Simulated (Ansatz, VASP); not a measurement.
## One calculation of BiIr, two programs

```
Ir Bi
1.0
     0.00000    3.01765    3.01765
     3.01765    0.00000    3.01765
     3.01765    3.01765    0.00000
Ir Bi
1 1
Cartesian
  0.0000 0.0000 0.0000
  1.5088 1.5088 1.5088
```

Alike in both runs: task single point; functional r2SCAN; k mesh 10 × 10 × 10; occupations gaussian, width 0.05 eV; no spin polarisation.

```csv
,VASP,Ansatz
version,VASP 6.6.1,Ansatz 0.2.0
potentials or method,"VASP PAW PBE potentials, release 64 (Ir, Bi_d)","scalar-relativistic, plane waves, PAW"
plane-wave cutoff (eV),520,500
valence electrons in the cell,24,32
```

```csv
,VASP,Ansatz,Ansatz less VASP
gap on the k mesh at the Fermi level (eV),none,none,-
pressure (GPa),2.4,2.0,-0.38
```

A gap of «none» marks a metal or a gap that the smearing closes. The two sets of potentials don't hold the same shells in valence.

Caveats: the PAW data sets were made with another functional, which shifts forces and pressure a little (VASP); spin-orbit coupling is left out, which moves the levels of the heavy elements.
